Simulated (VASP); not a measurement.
Si (diamond): the mBJ gap over mesh and path against the volume, with the cell scaled uniformly; LDA's own equilibrium is at 19.715 Å³/atom. VASP (PAW), 400 eV cut-off, 9×9×9 Γ-centred mesh, Gaussian smearing of 0.050 eV, potentials Si. mBJ is a potential without an energy functional, so only the levels count. Fit the value as a straight line in ln V.

```
V (Å³/atom)  mBJ gap over mesh and path (eV)
-----------  -------------------------------
17.349                                 0.966
17.941                                 1.044
18.532                                 1.116
19.124                                 1.182
19.715                                 1.241
20.307                                 1.292
```

Q: Fit the rows as the text says and predict the value at 20.898.

A: The slope against ln V is 2.08 eV, the volume deformation potential of this gap. The line misses the rows by up to 0.008 and gives 1.360 at 20.898. The run gave 1.338, -0.022 from the line.

Left out are failed runs and those whose mesh is unfit for this quantity.

The compound is Si in the diamond structure.
